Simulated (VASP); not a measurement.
A convergence study with VASP on C (graphite): one setting is varied, all else stays as given below, so the limit is that of these other settings.

```
C
1.0
    1.23000    -2.13042     0.00000
    1.23000     2.13042     0.00000
    0.00000     0.00000     6.71000
C
4
Cartesian
  0.00000   0.00000   1.67750
  0.00000   0.00000   5.03250
  1.23000   0.71014   1.67750
  1.23000  -0.71014   5.03250
```

The numbers are results of PBE GGA, VASP's PBE PAW potentials (set 64) (plane waves; VASP), not measurements. The tightest run used: 700 eV cut-off, 24×24×8 Γ-centred mesh, first-order Methfessel-Paxton smearing of 0.10 eV, potentials C.

```json
[
 {"setting": "1×1×1 mesh", "E (eV/atom)": "-5.7007", "pressure (GPa)": "30.26", "irreducible k-points": "1"},
 {"setting": "2×2×1 mesh", "E (eV/atom)": "-8.1948", "pressure (GPa)": "14.62", "irreducible k-points": "2"},
 {"setting": "3×3×1 mesh", "E (eV/atom)": "-8.9670", "pressure (GPa)": "5.31", "irreducible k-points": "3"},
 {"setting": "4×4×1 mesh", "E (eV/atom)": "-9.2086", "pressure (GPa)": "3.31", "irreducible k-points": "4"},
 {"setting": "5×5×2 mesh", "E (eV/atom)": "-9.2083", "pressure (GPa)": "3.06", "irreducible k-points": "10"},
 {"setting": "6×6×2 mesh", "E (eV/atom)": "-9.1959", "pressure (GPa)": "3.23", "irreducible k-points": "14"},
 {"setting": "7×7×2 mesh", "E (eV/atom)": "-9.2228", "pressure (GPa)": "2.91", "irreducible k-points": "16"},
 {"setting": "8×8×2 mesh", "E (eV/atom)": "-9.2181", "pressure (GPa)": "2.95", "irreducible k-points": "20"},
 {"setting": "9×9×3 mesh", "E (eV/atom)": "-9.2131", "pressure (GPa)": "3.01", "irreducible k-points": "24"},
 {"setting": "10×10×3 mesh", "E (eV/atom)": "-9.2192", "pressure (GPa)": "2.96", "irreducible k-points": "28"},
 {"setting": "11×11×3 mesh", "E (eV/atom)": "-9.2184", "pressure (GPa)": "2.95", "irreducible k-points": "32"},
 {"setting": "12×12×4 mesh", "E (eV/atom)": "-9.2158", "pressure (GPa)": "2.99", "irreducible k-points": "57"}
]
```

### Question
These are the cheaper rows. Estimate the results at 24×24×8 mesh, and how far the last row shown lies from them.

### Answer

```csv
quantity,tightest run,last row shown is off by
E (eV/atom),-9.2176,0.0018
pressure (GPa),2.97,0.02
```

Left out are rungs that failed or repeat a setting and relaxations that didn't move; long series are thinned to 24 rows.

The compound is C in the graphite structure. The cell was not relaxed at this level.
